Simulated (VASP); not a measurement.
Crystal: GeSb2Te4.

```
CELL_PARAMETERS angstrom
5.26375 0.00000 0.00000
-2.63187 4.55854 0.00000
0.00000 0.00000 10.91871
ATOMIC_POSITIONS crystal
Ge 0.00000 0.00000 0.00000
Sb 0.33333 0.66667 0.50000
Sb 0.66667 0.33333 0.50000
Te 0.33333 0.66667 0.12282
Te 0.33333 0.66667 0.87718
Te 0.66667 0.33333 0.87718
Te 0.66667 0.33333 0.12282
```

The cell was built by a generator and needn't be a form met in nature.

| Item | Value |
| --- | --- |
| Program | VASP 6.6.1 |
| Task | relaxation of cell and atoms |
| Functional | PBE |
| Potentials or basis | VASP PAW PBE potentials, release 64 (Ge_d, Sb, Te) |
| Cutoff | 520 eV |
| k mesh | 3 × 3 × 2 |
| Occupations | gaussian, width 0.15 eV |
| Spin | no spin polarisation |

At the start: pressure 3.6 GPa; volume 37.43 Å³/atom.

Question: Where does the relaxation end?

Answer: Over 24 steps the energy falls by 255.5 meV/atom and the volume is 34.68 Å³/atom (-7.3 %); space group P6/mmm (No. 191, to 0.05 Å).

Step by step:
| step | energy change (eV) | largest force (eV/Å) | pressure (GPa) | volume (Å³) |
| --- | --- | --- | --- | --- |
| 1 | 0.0000 | 1.2281 | 3.61 | 261.99 |
| 2 | -0.2779 | 0.2627 | -1.99 | 295.18 |
| 3 | -0.3493 | 0.1189 | -0.49 | 283.88 |
| 4 | -0.4422 | 0.4205 | -0.65 | 281.82 |
| 5 | -0.4818 | 0.7973 | -0.60 | 279.95 |
| 6 | -0.5481 | 0.8137 | -0.73 | 276.80 |
| 7 | -0.7457 | 0.8319 | -0.59 | 267.32 |
| 8 | -1.1449 | 1.2713 | 0.29 | 248.23 |
| 9 | 1.3199 | 1.1299 | 15.59 | 209.52 |
| 10 | -0.9531 | 2.1567 | 1.65 | 244.77 |
| 11 | -1.1854 | 2.1147 | 4.84 | 227.22 |
| 12 | -1.2182 | 2.3549 | 3.44 | 232.11 |
| 13 | -1.2152 | 2.2248 | 4.19 | 229.08 |
| 14 | -1.2318 | 2.1230 | 4.53 | 228.58 |
| 15 | -1.2567 | 1.8016 | 4.71 | 227.07 |
| 16 | -1.2859 | 1.7452 | 4.51 | 227.41 |
| 17 | -1.3673 | 1.5720 | 4.08 | 228.42 |
| 18 | -1.5044 | 1.2566 | 3.08 | 230.44 |
| 19 | -1.6876 | 0.7373 | 1.71 | 234.50 |
| 20 | -1.7741 | 0.0887 | -0.53 | 242.70 |
| 21 | -1.7796 | 0.1641 | 0.08 | 241.22 |
| 22 | -1.7816 | 0.1488 | -0.20 | 241.37 |
| 23 | -1.7860 | 0.1036 | -0.31 | 241.84 |
| 24 | -1.7888 | 0.0164 | -0.35 | 242.76 |

Final structure:
```xyz
7
Lattice="5.6367 0.0000 0.0000 -2.8183 4.8815 0.0000 0.0000 0.0000 8.8226" Properties=species:S:1:pos:R:3 pbc="T T T"
Ge    0.0000    0.0000    0.0000
Sb    0.0000    3.2543    4.4113
Sb    2.8183    1.6272    4.4113
Te    0.0000    3.2543    1.4649
Te    0.0000    3.2543    7.3578
Te    2.8183    1.6272    7.3578
Te    2.8183    1.6272    1.4649
```

Caveat: the k mesh is coarse (spacing up to 0.46 Å⁻¹), so the values aren't converged; this functional lacks dispersion, which binds the layers, so the pressure and a relaxed spacing across them are unreliable.
